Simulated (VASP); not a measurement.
**TaAl (relaxed from the CsCl type structure, space group Pm-3m): computed properties**

Method: PBEsol GGA, VASP's PBE PAW potentials (set 64) (plane waves; VASP 6.6.1).

| Quantity | Result |
|---|---|
| space group | Pm-3m (221) |
| cell | a = b = c = 3.1970 Å, α = β = γ = 90.00° |
| volume per atom | 16.34 Å^3/atom |
| band gap (over mesh and band path) | none (metal, semimetal or under 0.01 eV) |
| density | 10.57 g/cm³ |

```yaml
crystal:
  lattice:
    - [3.19703, 0.00000, 0.00000]
    - [0.00000, 3.19703, 0.00000]
    - [0.00000, 0.00000, 3.19703]
  atoms:
    - { symbol: Ta, position: [0.00000, 0.00000, 0.00000] }
    - { symbol: Al, position: [0.50000, 0.50000, 0.50000] }
```

Unless said otherwise, spin-orbit coupling is left out, though it shifts the bands of the heavy elements here.

The structure was generated: TaAl was put into the CsCl type type (Pm-3m), which need not be its known phase. It was relaxed first, which changed the volume by -40 %. Symmetry was kept, so distortions that lower it aren't found.
